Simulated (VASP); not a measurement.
A run of VASP 6.6.1:

The input INCAR:

```
  PREC = Accurate
  ENCUT = 520
  EDIFF = 1E-6
  ISMEAR = 0
  SIGMA = 0.1
  LREAL = F
  LASPH = T
  NELM = 100
  ALGO = Normal
  ISIF = 2
  LWAVE = F
  LCHARG = T
  GGA = PS
  LELF = T
  LVHAR = T
  NBANDS = 16
```

File KPOINTS:

```
Automatic mesh
0
Gamma
  6 6 6
```

The input POSCAR:

```
TiRe
1.0
    3.1180000000      0.0000000000      0.0000000000
    0.0000000000      3.1180000000      0.0000000000
    0.0000000000      0.0000000000      3.1180000000
Ti Re
1 1
Direct
    0.5000000000      0.5000000000      0.5000000000
    0.0000000000      0.0000000000      0.0000000000
```

Potentials or basis: VASP PAW PBE potentials, release 64 (Ti_sv, Re).

Run with:

```bash
$ cat potpaw_PBE.64/Ti_sv/POTCAR potpaw_PBE.64/Re/POTCAR > POTCAR
$ mpirun -np 1 vasp_std > vasp.out
```

Hardware: 1 thread of AMD EPYC 7R13 Processor (Zen 3) (shared host).

Task: How long does it take, and how much memory?

Result: It took 11 s on 1 thread of AMD EPYC 7R13 Processor (Zen 3), on a shared host, peak memory 0.11 GiB. Counts: scf iterations 14, k points 20.
